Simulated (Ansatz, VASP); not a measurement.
# Cross-check of Zn22Hg13S35 between VASP and Ansatz, part 2 of 3

Wanted: the spread between two codes on one cell, functional and k mesh. Of the first pair: The structure shown is the start of the Ansatz relaxation below; VASP solves that cell, so the two are compared at the walk's first step.

VASP 6.6.1 and Ansatz 0.2.0.

So far: Starting point; Ansatz: relaxation, RPBE.

**3. VASP: single point, RPBE, start cell, pair 1**

Level of this step: RPBE; plane waves and PAW (Zn, Hg, S) (VASP).

The same cell, functional, mesh and smearing now go to VASP, with its own data sets.

Lines of VASP's logs that name or quote its potential files are left out, and so is its time.

File INCAR:

```
SYSTEM = Zn22Hg13S35
PREC = Accurate
ENCUT = 400
EDIFF = 1E-06
NELM = 120
ISMEAR = 0
SIGMA = 0.05
LREAL = Auto
ALGO = Normal
GGA = RP
NBANDS = 368
LORBIT = 11
LWAVE = .FALSE.
LCHARG = .FALSE.
ISIF = 2
LASPH = .TRUE.
GGA_COMPAT = .FALSE.
EFERMI = MIDGAP
NCORE = 2
```

File POSCAR:

```
Zn22Hg13S35
1.0
   11.5811000000      0.0000000000      0.0000000000
    0.0000000000     11.5811000000      0.0000000000
    0.0000000000      0.0000000000     11.5811000000
Zn Hg S
22 13 35
Direct
    0.4715959624      0.1424907824      0.0332265502
    0.3685401214      0.3903515210      0.4697912979
    0.5549990934      0.8689675419      0.5252437161
    0.4302268351      0.8146721814      0.1148077471
    0.5860669539      0.1802764850      0.6924558116
    0.4570377598      0.6278678191      0.2732037544
    0.7414321610      0.6862301508      0.1477407155
    0.9779209229      0.4658797524      0.0719793457
    0.3764840991      0.9801400558      0.8289886108
    0.6967213823      0.9785771645      0.2420927200
    0.1308856672      0.3173964477      0.3219728696
    0.0741812090      0.4640578183      0.6110214056
    0.3972075191      0.2951878492      0.7688302493
    0.8230565318      0.1716503614      0.4471077877
    0.1537764116      0.6395333777      0.3136057887
    0.6566129297      0.4411929782      0.9332964917
    0.6887601350      0.9167609294      0.8937665679
    0.4368065210      0.1564704562      0.3479030489
    0.6868518535      0.3382321196      0.2035039849
    0.3501480861      0.4503803611      0.0857517852
    0.8774209704      0.5291811659      0.4281803974
    0.4395523741      0.6655412698      0.8040168896
    0.1478011588      0.8252065866      0.6800735681
    0.0983067239      0.9014687724      0.9954408476
    0.3137871187      0.6568115291      0.5338957439
    0.8877913152      0.6791237447      0.7908575179
    0.1634559757      0.0142991598      0.2660628092
    0.0097141032      0.0713835473      0.7507663348
    0.1693794199      0.5013081659      0.7770419045
    0.9071677129      0.8509381665      0.4190793621
    0.1924773985      0.2145392061      0.9757535985
    0.2060685082      0.0709431747      0.5543773907
    0.8992064657      0.0081080381      0.1524639283
    0.6148379688      0.4875011873      0.5827684762
    0.8136791842      0.1922442600      0.9166659471
    0.9761767017      0.1706228251      0.2934177237
    0.5558625692      0.0586041050      0.8575869304
    0.8528723524      0.2926837692      0.1003099878
    0.2546476587      0.1406084051      0.7665161340
    0.2941257739      0.2085725881      0.1965098307
    0.3519613854      0.6530813135      0.0033416515
    0.3153500099      0.9777482277      0.0288487277
    0.3028641493      0.8032570309      0.2866221689
    0.7210627661      0.3096510694      0.7630276917
    0.6386439975      0.8526910224      0.0859331152
    0.3184757925      0.4874321092      0.2901969588
    0.9032820717      0.6594364957      0.0367063578
    0.3793681084      0.9814093653      0.4559325107
    0.8685962473      0.5046929912      0.6403018712
    0.1277167108      0.7159423544      0.8711607706
    0.7770160002      0.6840110180      0.3532134253
    0.7344811805      0.3605788742      0.4035713361
    0.3912409011      0.8390222000      0.6886824222
    0.6854012140      0.8267522083      0.7036378237
    0.6309676974      0.5895208573      0.7755567260
    0.5141135125      0.2545267721      0.5113503899
    0.5958415004      0.5353377486      0.1364809906
    0.9392717445      0.2252204022      0.6160727392
    0.9285301051      0.8716443170      0.6406731658
    0.3706729067      0.4876566129      0.6746077661
    0.1604165407      0.4250373453      0.9903204359
    0.0223985632      0.7968241359      0.2179499357
    0.8850368272      0.9790693457      0.9125212631
    0.0113201682      0.4855410971      0.2795503018
    0.4695840637      0.3353740146      0.9665834852
    0.5496800822      0.6759288841      0.4474704475
    0.1792834878      0.3045220230      0.5159527161
    0.5925257532      0.1595703344      0.1964493874
    0.7155969640      0.9838961757      0.4416074466
    0.0827037155      0.6549723256      0.5133881928
```

File KPOINTS:

```
Automatic mesh
0
Gamma
1 1 1
0 0 0
```

Potentials, in the order of the species: Zn, Hg and S (PBE family, release 64).

The run is started by

```
mpirun -np 8 vasp_gam
```

Numbers of over 12 decimals in the logs are rounded to 6 here.

The log of the run:

```text
[banner, memory and clock lines left out]
running    8 mpi-ranks, on    1 nodes
[...]
|                                                                             |
|               ----> ADVICE to this user running VASP <----                  |
|                                                                             |
|     You enforced a specific xc type in the INCAR file but a different       |
|     [... a line on the potential file left out ...]
|     I HOPE YOU KNOW WHAT YOU ARE DOING!                                     |
|                                                                             |

 LDA part: xc-table for (Slater+PW92), standard interpolation
 POSCAR, INCAR and KPOINTS ok, starting setup
[...]
entering main loop
       N       E                     dE             d eps       ncg     rms          rms(c)
DAV:   1     0.770782707423E+04    0.77078E+04   -0.25864E+05   736   0.175E+03
DAV:   2     0.135956749713E+04   -0.63483E+04   -0.61968E+04   736   0.496E+02
DAV:   3    -0.164142192194E+02   -0.13760E+04   -0.12911E+04   808   0.198E+02
DAV:   4    -0.172267262604E+03   -0.15585E+03   -0.15057E+03   824   0.665E+01
[...]
DAV:  22    -0.156484183328E+03   -0.55882E-05   -0.12510E-05   768   0.129E-02    0.740E-03
DAV:  23    -0.156484187062E+03   -0.37346E-05   -0.60962E-06   688   0.816E-03    0.388E-03
DAV:  24    -0.156484187796E+03   -0.73435E-06   -0.12434E-06   488   0.631E-03
   1 F= -.15648419E+03 E0= -.15645423E+03  d E =-.599193E-01
```

From OUTCAR (step 3):

```text
  Total       14.4959736     12.5231993      3.8819403      4.9328964      1.3363029      5.8070042
  in kB       14.9523184     12.9174396      4.0041469      5.0881879      1.3783708      5.9898134
  external PRESSURE =      10.6246350 kB  Pullay stress =       0.0000000 kB

 POSITION                                       TOTAL-FORCE (eV/Angst)
 -----------------------------------------------------------------------------------
      5.46160      1.65020      0.38480         0.094135      0.007301      0.243336
      4.26810      4.52070      5.44070        -0.686993     -0.283345      0.249116
      6.42750     10.06360      6.08290        -0.028241      0.043746      0.469239
      4.98250      9.43480      1.32960        -0.575564     -0.068027     -0.513857
      6.78730      2.08780      8.01940        -0.000043      0.199454      0.140512
      5.29300      7.27140      3.16400         0.345486      0.111644      0.010347
      8.58660      7.94730      1.71100        -0.081521     -0.749575      0.242929
     11.32540      5.39540      0.83360        -0.701356      0.328412      0.525723
      4.36010     11.35110      9.60060        -0.494641     -0.227781      0.222657
      8.06880     11.33300      2.80370        -0.905194      0.400744      0.037971
      1.51580      3.67580      3.72880        -0.286473      0.003826     -0.333980
      0.85910      5.37430      7.07630        -2.304431     -0.745122     -3.425990
      4.60010      3.41860      8.90390        -0.396006      0.439430      0.309963
      9.53190      1.98790      5.17800         0.365984      0.404963      0.233764
[...]
-----------------------------------------------------------------------------------
    total drift:                                0.003005      0.013911      0.004237

  FREE ENERGIE OF THE ION-ELECTRON SYSTEM (eV)
  ---------------------------------------------------
  free  energy   TOTEN  =      -156.4841877964 eV

  energy  without entropy=     -156.4242684949  energy(sigma->0) =     -156.45422815

[... 3 further parts left out ...]
[key lines of the parts left out:]
E-fermi :   2.5088
```

The gap is under twice the smearing width, so the edge states are partly filled and the run can't tell a small gap from a semimetal.

**4. Differences**

Known differences besides the potentials themselves: the data sets hold 734 valence electrons in Ansatz (on its default PAW (the set named soft_2) files) and 630 in VASP; the cutoff is 420 eV in Ansatz and 400 eV in VASP (PREC = Accurate, projectors in real space); Ansatz makes its cores anew for this functional, VASP keeps those of its PBE data sets. Total energies have different zeros and are not compared.

Forces on 8 of the 70 atoms, those with the largest forces and the largest differences (eV/Å; atoms numbered as in POSCAR):

| atom | Ansatz x, y, z | VASP x, y, z |
| --- | --- | --- |
| Zn12 | -2.230, -0.713, -3.287 | -2.304, -0.745, -3.426 |
| Hg29 | 1.210, 0.613, 3.189 | 1.273, 0.639, 3.311 |
| S38 | 0.203, 1.085, -0.554 | 0.220, 1.096, -0.522 |
| S40 | -1.015, -0.077, 1.089 | -1.005, -0.067, 1.097 |
| S48 | 0.387, 0.683, -0.907 | 0.409, 0.658, -0.918 |
| S61 | -0.401, -0.081, 0.040 | -0.407, -0.049, 0.060 |
| S62 | 0.458, 1.184, 0.150 | 0.459, 1.167, 0.151 |
| S70 | 1.487, -0.205, -0.040 | 1.471, -0.206, -0.045 |

The forces differ by 18 meV/Å r.m.s., which is 3.1 % of the r.m.s. force of 0.589 eV/Å (both taken over all components).

**5. Ansatz: relaxation, RPBE**

This run makes the geometry at which the two programs are then compared. The cell compared in this pair holds 1962.06 Å³, against 1553.28 Å³ for the pair before.

The structure compared here is the end of the Ansatz relaxation.

File input.yaml:

```yaml
crystal:
  lattice:
    - [11.5811, 0.0, 0.0]
    - [0.0, 11.5811, 0.0]
    - [0.0, 0.0, 11.5811]
  atoms:
    - { symbol: Zn, position: [0.4716, 0.14249, 0.03323] }
    - { symbol: Zn, position: [0.36854, 0.39035, 0.46979] }
    - { symbol: Zn, position: [0.555, 0.86897, 0.52524] }
    - { symbol: Zn, position: [0.43023, 0.81467, 0.11481] }
    - { symbol: Zn, position: [0.58607, 0.18028, 0.69246] }
    - { symbol: Zn, position: [0.45704, 0.62787, 0.2732] }
    - { symbol: Zn, position: [0.74143, 0.68623, 0.14774] }
    - { symbol: Zn, position: [0.97792, 0.46588, 0.07198] }
    - { symbol: Zn, position: [0.37648, 0.98014, 0.82899] }
    - { symbol: Zn, position: [0.69672, 0.97858, 0.24209] }
    - { symbol: Zn, position: [0.13089, 0.3174, 0.32197] }
    - { symbol: Zn, position: [0.07418, 0.46406, 0.61102] }
    - { symbol: Zn, position: [0.39721, 0.29519, 0.76883] }
    - { symbol: Zn, position: [0.82306, 0.17165, 0.44711] }
    - { symbol: Zn, position: [0.15378, 0.63953, 0.31361] }
    - { symbol: Zn, position: [0.65661, 0.44119, 0.9333] }
    - { symbol: Zn, position: [0.68876, 0.91676, 0.89377] }
    - { symbol: Zn, position: [0.43681, 0.15647, 0.3479] }
    - { symbol: Zn, position: [0.68685, 0.33823, 0.2035] }
    - { symbol: Zn, position: [0.35015, 0.45038, 0.08575] }
    - { symbol: Zn, position: [0.87742, 0.52918, 0.42818] }
    - { symbol: Zn, position: [0.43955, 0.66554, 0.80402] }
    - { symbol: Hg, position: [0.1478, 0.82521, 0.68007] }
    - { symbol: Hg, position: [0.09831, 0.90147, 0.99544] }
    - { symbol: Hg, position: [0.31379, 0.65681, 0.5339] }
    - { symbol: Hg, position: [0.88779, 0.67912, 0.79086] }
    - { symbol: Hg, position: [0.16346, 0.0143, 0.26606] }
    - { symbol: Hg, position: [0.00971, 0.07138, 0.75077] }
    - { symbol: Hg, position: [0.16938, 0.50131, 0.77704] }
    - { symbol: Hg, position: [0.90717, 0.85094, 0.41908] }
    - { symbol: Hg, position: [0.19248, 0.21454, 0.97575] }
    - { symbol: Hg, position: [0.20607, 0.07094, 0.55438] }
    - { symbol: Hg, position: [0.89921, 0.00811, 0.15246] }
    - { symbol: Hg, position: [0.61484, 0.4875, 0.58277] }
    - { symbol: Hg, position: [0.81368, 0.19224, 0.91667] }
    - { symbol: S, position: [0.97618, 0.17062, 0.29342] }
    - { symbol: S, position: [0.55586, 0.0586, 0.85759] }
    - { symbol: S, position: [0.85287, 0.29268, 0.10031] }
    - { symbol: S, position: [0.25465, 0.14061, 0.76652] }
    - { symbol: S, position: [0.29413, 0.20857, 0.19651] }
    - { symbol: S, position: [0.35196, 0.65308, 0.00334] }
    - { symbol: S, position: [0.31535, 0.97775, 0.02885] }
    - { symbol: S, position: [0.30286, 0.80326, 0.28662] }
    - { symbol: S, position: [0.72106, 0.30965, 0.76303] }
    - { symbol: S, position: [0.63864, 0.85269, 0.08593] }
    - { symbol: S, position: [0.31848, 0.48743, 0.2902] }
    - { symbol: S, position: [0.90328, 0.65944, 0.03671] }
    - { symbol: S, position: [0.37937, 0.98141, 0.45593] }
    - { symbol: S, position: [0.8686, 0.50469, 0.6403] }
    - { symbol: S, position: [0.12772, 0.71594, 0.87116] }
    - { symbol: S, position: [0.77702, 0.68401, 0.35321] }
    - { symbol: S, position: [0.73448, 0.36058, 0.40357] }
    - { symbol: S, position: [0.39124, 0.83902, 0.68868] }
    - { symbol: S, position: [0.6854, 0.82675, 0.70364] }
    - { symbol: S, position: [0.63097, 0.58952, 0.77556] }
    - { symbol: S, position: [0.51411, 0.25453, 0.51135] }
    - { symbol: S, position: [0.59584, 0.53534, 0.13648] }
    - { symbol: S, position: [0.93927, 0.22522, 0.61607] }
    - { symbol: S, position: [0.92853, 0.87164, 0.64067] }
    - { symbol: S, position: [0.37067, 0.48766, 0.67461] }
    - { symbol: S, position: [0.16042, 0.42504, 0.99032] }
    - { symbol: S, position: [0.0224, 0.79682, 0.21795] }
    - { symbol: S, position: [0.88504, 0.97907, 0.91252] }
    - { symbol: S, position: [0.01132, 0.48554, 0.27955] }
    - { symbol: S, position: [0.46958, 0.33537, 0.96658] }
    - { symbol: S, position: [0.54968, 0.67593, 0.44747] }
    - { symbol: S, position: [0.17928, 0.30452, 0.51595] }
    - { symbol: S, position: [0.59253, 0.15957, 0.19645] }
    - { symbol: S, position: [0.7156, 0.9839, 0.44161] }
    - { symbol: S, position: [0.0827, 0.65497, 0.51339] }
kpoints:
  mp_grid: { grid: [1, 1, 1] }
hamiltonian:
  xc: rpbe
scf:
  occupations: { method: gaussian, width: 0.05 }
output:
  forces: true
relax:
  f_tol: 0.05
  max_steps: 150
  cell: {}
```

The run is started by

```
ansatz run input.yaml --threads 4 --pin off --max-ram 8192MiB --backend cpu --events-out ev --progress --plain --runs-dir out
```

The log of the run:

```text
[...]
Crystal: 70 atoms, lattice volume = 1553.279 Å³
Basis set: ecut = 420 eV, 30551 PW (Γ), exchange–correlation on 160×160×160 points (8 copies of the dense FFT grid, shifted against one another)
Bands: 441, of which v1, the nominal top of the filled ones, is band 367 counted from 1 (366 counted from 0)
Symmetry: 1 space group operations
[...]
k-points: 1
[...]
- { symbol: S, position: [0.847403, 0.366007, 0.077760] }
    - { symbol: S, position: [0.279189, 0.148735, 0.783876] }
    - { symbol: S, position: [0.202279, 0.184633, 0.202217] }
    - { symbol: S, position: [0.408899, 0.657453, -0.066965] }
    - { symbol: S, position: [0.359371, 0.958940, 0.013230] }
    - { symbol: S, position: [0.311024, 0.699975, 0.226753] }
[...]
- { symbol: S, position: [0.167746, 0.298587, 0.507122] }
    - { symbol: S, position: [0.574705, 0.119469, 0.205040] }
    - { symbol: S, position: [0.655980, 0.946089, 0.449558] }
    - { symbol: S, position: [0.172782, 0.634772, 0.513258] }
[key lines of the parts left out:]
P = ⅓ Tr σ = -0.0310 GPa (-0.310 kbar)
```

(Continued in part 3 of 3.)

[Lines on the potential files, build, host, timing and source positions are cut from VASP's logs without a mark.]

[Logs are printed without paths, hosts, clocks, repeated set-up lines and the standing remarks that a program may print on its own settings, such as how far it seeks lower states.]

[Hosts, paths, dates, database ids (printed as entryN), source tags and the programs' standing remarks are cut or masked in the printed files.]
